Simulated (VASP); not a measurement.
An input for Quantum ESPRESSO's pw.x (written as the equivalent of a VASP run, and not itself run):

```
&CONTROL
  calculation = 'scf'
  pseudo_dir = './pseudo'
  outdir = './out'
  tprnfor = .true.
  tstress = .true.
/
&SYSTEM
  ibrav = 0
  nat = 5
  ntyp = 2
  ecutwfc = 84
  occupations = 'tetrahedra'
  input_dft = 'pbe'
  vdw_corr = 'grimme-d3'
  dftd3_version = 3
  dftd3_threebody = .false.
/
&ELECTRONS
  conv_thr = 7.3e-09
  electron_maxstep = 100
/
ATOMIC_SPECIES
  Mg 24.305 Mg.upf
  Sb 121.760 Sb.upf
CELL_PARAMETERS angstrom
     2.2758000   -3.9418013    0.0000000
     2.2758000    3.9418013   -0.0000000
     0.0000000    0.0000000    7.2010422
ATOMIC_POSITIONS crystal
  Mg   0.0000000  0.0000000  1.0000000
  Mg   0.3333330  0.6666670  0.6324101
  Mg   0.6666670  0.3333330  0.3675899
  Sb   0.3333330  0.6666670  0.2253439
  Sb   0.6666670  0.3333330  0.7746561
K_POINTS automatic
  6 6 4 0 0 0
```

### Question
Translate this input to VASP (INCAR, KPOINTS, POSCAR, choice of POTCAR).

### Answer
Several could match; the one computed here: 
INCAR:
```
ALGO  =  Normal
EDIFF  =  1E-7
ENCUT  =  520
GGA  =  PE
ISIF  =  2
ISMEAR  =  -5
IVDW  =  11
LASPH  =  .TRUE.
LCHARG  =  .TRUE.
LEFG  =  .TRUE.
LMAXMIX  =  4
LORBIT  =  11
LREAL  =  .FALSE.
LWAVE  =  .FALSE.
NEDOS  =  601
NELM  =  100
PREC  =  Accurate
SYSTEM  =  Mg3Sb2
```

KPOINTS:
```
Automatic
0
G
  6 6 4
```

POSCAR:
```
Mg3Sb2
1
    2.2757999778    -3.9418013473     0.0000000000
    2.2757999778     3.9418013473    -0.0000000000
    0.0000000000     0.0000000000     7.2010422002
Mg Sb
3 2
Direct
  0.0000000000   0.0000000000   1.0000000000
  0.3333330000   0.6666670000   0.6324100700
  0.6666670000   0.3333330000   0.3675899300
  0.3333330000   0.6666670000   0.2253439160
  0.6666670000   0.3333330000   0.7746560840
```

POTCAR, in this order: Mg Sb (PBE.64 set). Program: vasp_std.

The two are equivalent in intent, not identical: the potentials are each code's own (VASP's PAW set, PseudoDojo norm-conserving files in pw.x), so ENCUT and ecutwfc are chosen apart and not converted; conv_thr bounds pw.x's estimated SCF error, while EDIFF bounds the energy change between steps; the field gradients of LEFG aren't asked of the other code.

The compound is Mg3Sb2 in the a-la2o3 structure. It was relaxed first.
